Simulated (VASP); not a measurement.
# Be2Al5 (P4/mmm) in VASP: settings compared

Aim: see how the results for Be2Al5 move with the level of theory and the settings. Levels: RPBE, revPBE, BLYP. Tasks: relaxation of cell and atoms.

All numbers are computed with VASP 6.6.1; they aren't measurements. Logs are shortened: lines on timing, memory, paths and dates and some standing lists are left out, and cuts for length are marked.

## 1. Starting point

The structure is tetragonal, space group P4/mmm (No. 123). The conventional cell has a = 6.411 Å, b = 6.411 Å, c = 2.688 Å, α = 90.00°, β = 90.00°, γ = 90.00°. Be (site symmetry mmm) is surrounded by 8 Al at 2.66 Å and 2 Be at 2.69 Å. Al (site symmetry m2m) has 5 Al at 2.64 to 2.69 Å and 4 Be at 2.66 Å as nearest neighbours. Al (site symmetry 4/mmm) has 6 Al at 2.64 to 2.69 Å as nearest neighbours.

The cell was built by a generator and needn't be a form met in nature.

## 2. Relaxation of cell and atoms, RPBE

Contents of INCAR:

```
ALGO = Normal
EDIFF = 1E-6
EDIFFG = -0.02
ENCUT = 600
GGA = RP
IBRION = 2
ISIF = 3
ISMEAR = -1
LASPH = T
LCHARG = F
LREAL = F
LWAVE = F
NELM = 80
NSW = 60
PREC = Accurate
SIGMA = 0.05
```

Contents of KPOINTS:

```
k-points
0
Gamma
  3 3 7
```

Contents of POSCAR:

```
Be2Al5
1.0
    6.4105600000      0.0000000000      0.0000000000
    0.0000000000      6.4105600000      0.0000000000
    0.0000000000      0.0000000000      2.6880600000
Be Al
2 5
Direct
    0.5000000000      0.0000000000      0.0000000000
    0.0000000000      0.5000000000      0.0000000000
    0.7906600000      0.7906600000      0.5000000000
    0.2093400000      0.2093400000      0.5000000000
    0.2093400000      0.7906600000      0.5000000000
    0.7906600000      0.2093400000      0.5000000000
    0.5000000000      0.5000000000      0.5000000000
```

Potentials or basis: VASP PAW PBE potentials, release 64 (Be, Al).

On the command line:

```
$ cat potpaw_PBE.64/Be/POTCAR potpaw_PBE.64/Al/POTCAR > POTCAR
$ mpirun -np 1 vasp_std > vasp.out
```

OUTCAR:

```text
EDIFF = 1E-6
   EDIFFG = -0.02
   ENCUT = 600
   GGA = RP
   IBRION = 2
   ISIF = 3
   ISMEAR = -1
   LASPH = T
   LREAL = F
   NELM = 80
   NSW = 60
   PREC = Accurate

 ion  position               nearest neighbor table
   1  0.500  0.000  0.000-   3 2.66   4 2.66   5 2.66   6 2.66   3 2.66   4 2.66   5 2.66   6 2.66

   2  0.000  0.500  0.000-   3 2.66   4 2.66   5 2.66   6 2.66   3 2.66   4 2.66   5 2.66   6 2.66

   3  0.791  0.791  0.500-   7 2.64   2 2.66   1 2.66   1 2.66   2 2.66   6 2.68   5 2.68
   4  0.209  0.209  0.500-   7 2.64   2 2.66   1 2.66   1 2.66   2 2.66   6 2.68   5 2.68
   5  0.209  0.791  0.500-   7 2.64   2 2.66   1 2.66   1 2.66   2 2.66   4 2.68   3 2.68
   6  0.791  0.209  0.500-   7 2.64   2 2.66   1 2.66   1 2.66   2 2.66   4 2.68   3 2.68
   7  0.500  0.500  0.500-   3 2.64   4 2.64   5 2.64   6 2.64

  LATTYP: Found a simple tetragonal cell.
 ALAT       =     6.4105600000
 C/A-ratio  =     0.4193175011

  Lattice vectors:

 A1 = (   6.4105600000,   0.0000000000,   0.0000000000)
 A2 = (   0.0000000000,   6.4105600000,   0.0000000000)
 A3 = (   0.0000000000,   0.0000000000,   2.6880600000)

Analysis of symmetry for initial positions (statically):
=====================================================================
 Subroutine PRICEL returns:
 Original cell was already a primitive cell.

 Routine SETGRP: Setting up the symmetry group for a
 simple tetragonal supercell.

 Subroutine GETGRP returns: Found 16 space group operations
 (whereof 16 operations were pure point group operations)
 out of a pool of 16 trial point group operations.

The static configuration has the point symmetry D_4h.

Analysis of symmetry for dynamics (positions and initial velocities):
=====================================================================
 Subroutine PRICEL returns:
 Original cell was already a primitive cell.

 Routine SETGRP: Setting up the symmetry group for a
 simple tetragonal supercell.

 Subroutine GETGRP returns: Found 16 space group operations
 (whereof 16 operations were pure point group operations)
 out of a pool of 16 trial point group operations.

The dynamic configuration has the point symmetry D_4h.

 Subroutine INISYM returns: Found 16 space group operations
 (whereof 16 operations are pure point group operations),
 and found     1 'primitive' translations

----------------------------------------------------------------------------------------

                                     Primitive cell

  volume of cell :     110.4666

  direct lattice vectors                    reciprocal lattice vectors
     6.410560000  0.000000000  0.000000000     0.155992612  0.000000000  0.000000000
     0.000000000  6.410560000  0.000000000     0.000000000  0.155992612  0.000000000
     0.000000000  0.000000000  2.688060000     0.000000000  0.000000000  0.372015506

  length of vectors
     6.410560000  6.410560000  2.688060000     0.155992612  0.155992612  0.372015506

  position of ions in fractional coordinates (direct lattice)
     0.500000000  0.000000000  0.000000000
     0.000000000  0.500000000  0.000000000
     0.790660000  0.790660000  0.500000000
     0.209340000  0.209340000  0.500000000
     0.209340000  0.790660000  0.500000000
     0.790660000  0.209340000  0.500000000
     0.500000000  0.500000000  0.500000000

  ion indices of the primitive-cell ions
   primitive index   ion index
                 1           1
                 2           2
                 3           3
                 4           4
                 5           5
                 6           6
                 7           7

----------------------------------------------------------------------------------------

 KPOINTS: k-points

Automatic generation of k-mesh.
 Grid dimensions read from file:
 generate k-points for:    3    3    7

 Generating k-lattice:

  Cartesian coordinates                     Fractional coordinates (reciprocal lattice)
     0.051997537  0.000000000  0.000000000     0.333333333  0.000000000  0.000000000
     0.000000000  0.051997537  0.000000000     0.000000000  0.333333333  0.000000000
     0.000000000  0.000000000  0.053145072     0.000000000  0.000000000  0.142857143

  Length of vectors
     0.051997537  0.051997537  0.053145072

  Shift w.r.t. Gamma in fractional coordinates (k-lattice)
     0.000000000  0.000000000  0.000000000

 Subroutine IBZKPT returns following result:
 ===========================================

 Found     12 irreducible k-points:

 Following reciprocal coordinates:
            Coordinates               Weight
  0.000000  0.000000  0.000000      1.000000
  0.333333  0.000000  0.000000      4.000000
  0.333333  0.333333  0.000000      4.000000
  0.000000  0.000000  0.142857      2.000000
  0.333333  0.000000  0.142857      8.000000
  0.333333  0.333333  0.142857      8.000000
  0.000000  0.000000  0.285714      2.000000
  0.333333  0.000000  0.285714      8.000000
[... 58 lines left out ...]
 NGX is ok and might be reduce to    54
   NGX = 25   NGY = 25   NGZ = 11

--------------------------------------- Ionic step        1  -------------------------------------------

 number of electron      19.0000000 magnetization

 Free energy of the ion-electron system (eV)
  ---------------------------------------------------
  ext. energy  EPLUGINS =         0.00000000
  ---------------------------------------------------
  free energy    TOTEN  =       -21.78793981 eV

  energy without entropy =      -21.75210033  energy(sigma->0) =      -21.77002007

------------------------ aborting loop because EDIFF is reached ----------------------------------------

  FORCE on cell =-STRESS in cart. coord.  units (eV):
  Direction    XX          YY          ZZ          XY          YZ          ZX
  --------------------------------------------------------------------------------------
  -------------------------------------------------------------------------------------
  Total        0.8871515      0.8871515      1.6695316      0.0000000      0.0000000      0.0000000
  in kB       12.8670051     12.8670051     24.2144340      0.0000000      0.0000000      0.0000000
  external PRESSURE =      16.6494814 kB  Pullay stress =       0.0000000 kB

 VOLUME and BASIS-vectors are now :
 -----------------------------------------------------------------------------
  energy-cutoff  :      600.00
  volume of cell :      110.47
      direct lattice vectors                 reciprocal lattice vectors
     6.410560000  0.000000000  0.000000000     0.155992612  0.000000000  0.000000000
     0.000000000  6.410560000  0.000000000     0.000000000  0.155992612  0.000000000
     0.000000000  0.000000000  2.688060000     0.000000000  0.000000000  0.372015506
[... 247 lines left out ...]
 POSITION                                       TOTAL-FORCE (eV/Angst)
 -----------------------------------------------------------------------------------
      3.20392      0.00000      0.00000        -0.000000     -0.000000     -0.000000
      0.00000      3.20392      0.00000        -0.000000     -0.000000     -0.000000
      5.07211      5.07211      1.37810        -0.001461     -0.001461     -0.000000
      1.33572      1.33572      1.37810         0.001461      0.001461      0.000000
      1.33572      5.07211      1.37810         0.001461     -0.001461     -0.000000
      5.07211      1.33572      1.37810        -0.001461      0.001461      0.000000
      3.20392      3.20392      1.37810        -0.000000     -0.000000     -0.000000
 -----------------------------------------------------------------------------------
    total drift:                                0.000000     -0.000000      0.000000

  FREE ENERGIE OF THE ION-ELECTRON SYSTEM (eV)
  ---------------------------------------------------
  free  energy   TOTEN  =       -21.8128657171 eV

  energy  without entropy=      -21.7929611046  energy(sigma->0) =      -21.80291341

--------------------------------------- Ionic step        8  -------------------------------------------

 number of electron      19.0000000 magnetization

 Free energy of the ion-electron system (eV)
  ---------------------------------------------------
  ext. energy  EPLUGINS =         0.00000000
  ---------------------------------------------------
  free energy    TOTEN  =       -21.81317856 eV

  energy without entropy =      -21.79389052  energy(sigma->0) =      -21.80353454

 E-fermi :   6.4104     XC(G=0):  -9.7352

 val. band max:        6.3454758423   @ k =   0.0000   0.0000   0.4286
 cond. band min:       6.5731047190   @ k =   0.3333   0.0000   0.1429
 fundamental gap:      0.2276288768
 Fermi energy:         6.4103980973

 k-point     1 :       0.0000    0.0000    0.0000
  band No.  band energies     occupation
      1      -3.7552      2.00000
      2      -0.6900      2.00000
      3      -0.6900      2.00000
      4      -0.0065      2.00000
      5       0.0830      2.00000
      6       2.7396      2.00000
      7       2.7396      2.00000
      8       3.0429      2.00000
      9       4.1320      2.00000
     10       8.9249      0.00000
     11       8.9249      0.00000
     12      10.2819      0.00000
     13      10.8661      0.00000

 k-point     2 :       0.3333    0.0000    0.0000
  band No.  band energies     occupation
      1      -3.3728      2.00000
      2      -2.2350      2.00000
      3      -0.3351      2.00000
      4       0.3656      2.00000
      5       1.0000      2.00000
      6       1.3488      2.00000
      7       2.5075      2.00000
      8       5.4853      2.00000
      9       5.5062      2.00000
     10       6.2820      1.85755
     11       8.9932      0.00000
[... 182 lines left out ...]
 POSITION                                       TOTAL-FORCE (eV/Angst)
 -----------------------------------------------------------------------------------
      3.19648      6.39295      2.75202         0.000000      0.000000     -0.000000
      6.39295      3.19648      2.75202         0.000000      0.000000     -0.000000
      5.06038      5.06038      1.37601        -0.001687     -0.001687     -0.000000
      1.33257      1.33257      1.37601         0.001687      0.001687      0.000000
      1.33257      5.06038      1.37601         0.001687     -0.001687     -0.000000
      5.06038      1.33257      1.37601        -0.001687      0.001687      0.000000
      3.19648      3.19648      1.37601         0.000000      0.000000     -0.000000
 -----------------------------------------------------------------------------------
    total drift:                               -0.000000     -0.000000     -0.000000

  FREE ENERGIE OF THE ION-ELECTRON SYSTEM (eV)
  ---------------------------------------------------
  free  energy   TOTEN  =       -21.8131785600 eV

  energy  without entropy=      -21.7938905189  energy(sigma->0) =      -21.80353454

 reached required accuracy - stopping structural energy minimisation
```

Wall time 39 s (1 thread of Intel Xeon 6975P-C (Granite Rapids), shared host); peak memory 0.25 GiB.

Results:

| Quantity | Value |
| --- | --- |
| Free energy | -21.8132 eV |
| Relaxed volume | 16.07 Å³/atom |
| Relaxed cell | a = 6.393 Å, b = 6.393 Å, c = 2.752 Å, α = 90.00°, β = 90.00°, γ = 90.00° |
| Space group after relaxing (to 0.05 Å) | P4/mmm (No. 123) |
| Energy gained by relaxing | 3.6 meV/atom |
| Ionic steps | 8 |
| Pressure after relaxing | 0.1 GPa |

Forces on the atoms (eV/Å):
```
Be   0.000  0.000  0.000
Be   0.000  0.000  0.000
Al  -0.002 -0.002  0.000
Al   0.002  0.002  0.000
Al   0.002 -0.002  0.000
Al  -0.002  0.002  0.000
Al   0.000  0.000  0.000
```

Stress tensor (GPa, compression positive):
```
0.19 0.00 0.00
0.00 0.19 0.00
0.00 0.00 0.06
```

Step by step:
```tsv
step	energy change (eV)	largest force (eV/Å)	pressure (GPa)	volume (Å³)
1	0.0000	0.0455	1.66	110.47
2	-0.0154	0.0320	-0.13	113.11
3	-0.0155	0.0315	-0.19	113.20
4	-0.0193	0.0267	-0.26	113.19
5	-0.0248	0.0030	-0.29	113.17
6	-0.0249	0.0056	-0.28	113.17
7	-0.0249	0.0021	-0.29	113.17
8	-0.0252	0.0024	0.14	112.47
```

Final structure:
```yaml
crystal:
  lattice:
    - [6.39295, 0.00000, 0.00000]
    - [0.00000, 6.39295, 0.00000]
    - [0.00000, 0.00000, 2.75202]
  atoms:
    - { symbol: Be, position: [0.50000, 0.00000, 0.00000] }
    - { symbol: Be, position: [0.00000, 0.50000, 0.00000] }
    - { symbol: Al, position: [0.79156, 0.79156, 0.50000] }
    - { symbol: Al, position: [0.20844, 0.20844, 0.50000] }
    - { symbol: Al, position: [0.20844, 0.79156, 0.50000] }
    - { symbol: Al, position: [0.79156, 0.20844, 0.50000] }
    - { symbol: Al, position: [0.50000, 0.50000, 0.50000] }
```

Levels at points of the mesh, in eV from the Fermi level:
```csv
k point,band 6,band 7,band 8,band 9,band 10,band 11,band 12,band 13
"(0.00, 0.00, 0.00)",-3.67,-3.67,-3.37,-2.28,2.51,2.51,3.87,4.46
```

Caveat: the bands computed are all filled at some k points, so no gap is given; the PAW data sets were made with another functional, which shifts forces and pressure a little.

## 3. Relaxation of cell and atoms, revPBE

INCAR, as its differences from that of step 2:

```diff
@@ -4,3 +4,3 @@
 ENCUT = 600
-GGA = RP
+GGA = RE
 IBRION = 2
```

KPOINTS is that of step 2.

POSCAR is that of step 2.

Potentials or basis: VASP PAW PBE potentials, release 64 (Be, Al).

On the command line:

```
$ cat potpaw_PBE.64/Be/POTCAR potpaw_PBE.64/Al/POTCAR > POTCAR
$ mpirun -np 1 vasp_std > vasp.out
```

It took 44 s on 1 thread of Intel Xeon 6975P-C (Granite Rapids), shared host; peak memory 0.25 GiB.

Results (log left out):

```yaml
Free_energy: -22.1232 eV
Relaxed_volume: 16.04 Å³/atom
Relaxed_cell: a = 6.390 Å, b = 6.390 Å, c = 2.750 Å, α = 90.00°, β = 90.00°, γ = 90.00°
Space_group_after_relaxing_to_0.05_Å: P4/mmm (No. 123)
Energy_gained_by_relaxing: 3.1 meV/atom
Ionic_steps: 9
Pressure_after_relaxing: 0.0 GPa
Largest_force_after_relaxing: 0.004 eV/Å
```

Forces on the atoms (eV/Å):
```
Be   0.000  0.000  0.000
Be   0.000  0.000  0.000
Al  -0.003 -0.003  0.000
Al   0.003  0.003  0.000
Al   0.003 -0.003  0.000
Al  -0.003  0.003  0.000
Al   0.000  0.000  0.000
```

Stress tensor (GPa, compression positive):
```
 0.03  0.00  0.00
 0.00  0.03  0.00
 0.00  0.00 -0.09
```

Step by step:
| step | energy change (eV) | largest force (eV/Å) | pressure (GPa) | volume (Å³) |
| --- | --- | --- | --- | --- |
| 1 | 0.0000 | 0.0454 | 1.40 | 110.47 |
| 2 | -0.0115 | 0.0327 | -0.12 | 112.68 |
| 3 | -0.0115 | 0.0319 | -0.21 | 112.82 |
| 4 | -0.0155 | 0.0263 | -0.29 | 112.84 |
| 5 | -0.0208 | 0.0014 | -0.35 | 112.85 |
| 6 | -0.0209 | 0.0074 | -0.35 | 112.85 |
| 7 | -0.0209 | 0.0038 | -0.35 | 112.85 |
| 8 | -0.0213 | 0.0044 | 0.17 | 112.02 |
| 9 | -0.0215 | 0.0042 | -0.01 | 112.31 |

Final structure:
```
Be Al
1.0
     6.39015    0.00000    0.00000
     0.00000    6.39015    0.00000
     0.00000    0.00000    2.75040
Be Al
2 5
Cartesian
  3.1951 0.0000 0.0000
  0.0000 3.1951 0.0000
  5.0584 5.0584 1.3752
  1.3318 1.3318 1.3752
  1.3318 5.0584 1.3752
  5.0584 1.3318 1.3752
  3.1951 3.1951 1.3752
```

Levels at points of the mesh, in eV from the Fermi level:
```csv
k point,band 6,band 7,band 8,band 9,band 10,band 11,band 12,band 13
"(0.00, 0.00, 0.00)",-3.67,-3.67,-3.37,-2.28,2.51,2.51,3.88,4.46
```

Caveat: the bands computed are all filled at some k points, so no gap is given; the PAW data sets were made with another functional, which shifts forces and pressure a little.

## 4. Relaxation of cell and atoms, BLYP

INCAR, as its differences from that of step 3:

```diff
@@ -1 +1,5 @@
+AGGAC = 1.0
+AGGAX = 1.0
+ALDAC = 0.0
+ALDAX = 1.0
 ALGO = Normal
@@ -4,3 +8,3 @@
 ENCUT = 600
-GGA = RE
+GGA = B5
 IBRION = 2
```

KPOINTS is that of step 3.

POSCAR is that of step 3.

On the command line:

```
$ cat potpaw_PBE.64/Be/POTCAR potpaw_PBE.64/Al/POTCAR > POTCAR
$ mpirun -np 1 vasp_std > vasp.out
```

It took 88 s on 1 thread of Intel Xeon 6975P-C (Granite Rapids), shared host; peak memory 0.24 GiB.

It converged, with:

```yaml
Free_energy: -17.4038 eV
Relaxed_volume: 16.75 Å³/atom
Relaxed_cell: a = 6.629 Å, b = 6.629 Å, c = 2.669 Å, α = 90.00°, β = 90.00°, γ = 90.00°
Space_group_after_relaxing_to_0.05_Å: P4/mmm (No. 123)
Energy_gained_by_relaxing: 12.2 meV/atom
Ionic_steps: 6
Pressure_after_relaxing: 0.0 GPa
```

Stress tensor (GPa, compression positive):
```
 0.03  0.00  0.00
 0.00  0.03  0.00
 0.00  0.00 -0.12
```

The path:
| step | energy change (eV) | largest force (eV/Å) | pressure (GPa) | volume (Å³) |
| --- | --- | --- | --- | --- |
| 1 | 0.0000 | 0.0202 | 3.46 | 110.47 |
| 2 | -0.0620 | 0.0020 | 0.25 | 116.01 |
| 3 | -0.0623 | 0.0008 | -0.01 | 116.51 |
| 4 | -0.0642 | 0.0039 | -0.02 | 116.59 |
| 5 | -0.0722 | 0.0084 | -0.04 | 116.82 |
| 6 | -0.0851 | 0.0006 | -0.02 | 117.25 |

Final structure:
```
CELL_PARAMETERS angstrom
6.62872 0.00000 0.00000
0.00000 6.62872 0.00000
0.00000 0.00000 2.66850
ATOMIC_POSITIONS crystal
Be 0.50000 0.00000 0.00000
Be 0.00000 0.50000 0.00000
Al 0.79084 0.79084 0.50000
Al 0.20916 0.20916 0.50000
Al 0.20916 0.79084 0.50000
Al 0.79084 0.20916 0.50000
Al 0.50000 0.50000 0.50000
```

Levels at points of the mesh, in eV from the Fermi level:
```
           k point  band 7  band 8  band 9  band 10  band 11  band 12  band 13
(0.00, 0.00, 0.00)   -3.63   -3.63   -2.50     1.81     1.81     3.37     3.69
```

Caveat: the bands computed are all filled at some k points, so no gap is given; the PAW data sets were made with another functional, which shifts forces and pressure a little.

## 5. For comparison

An earlier run on the cell as given: functional PBE; potentials or basis VASP PAW PBE potentials, release 64 (Be, Al); cutoff 520 eV; k mesh 4 × 4 × 10; occupations fermi-dirac, width 0.05 eV; no spin polarisation.

- Pressure: 0.1 GPa
- Largest force: 0.056 eV/Å
- Band gap on the k mesh: none (metal or under the smearing width)

## 6. Summary

| task | level | cell | k mesh | cutoff (eV) | pressure (GPa) | relaxed volume (Å³/atom) |
| --- | --- | --- | --- | --- | --- | --- |
| relaxation of cell and atoms | RPBE | relaxed | 3 × 3 × 7 | 600 | 0.1 | 16.07 |
| relaxation of cell and atoms | revPBE | relaxed | 3 × 3 × 7 | 600 | 0.0 | 16.04 |
| relaxation of cell and atoms | BLYP | relaxed | 3 × 3 × 7 | 600 | 0.0 | 16.75 |
| single point | PBE | as given | 4 × 4 × 10 | 520 | 0.1 | - |

Alike in all rows: potentials or basis VASP PAW PBE potentials, release 64 (Be, Al); no spin polarisation; smearing fermi-dirac 0.05 eV.

Caveats: the bands computed are all filled at some k points, so no gap is given (some runs); the PAW data sets were made with another functional, which shifts forces and pressure a little (some runs).

Absolute energies hang on the potentials; compare differences alone.
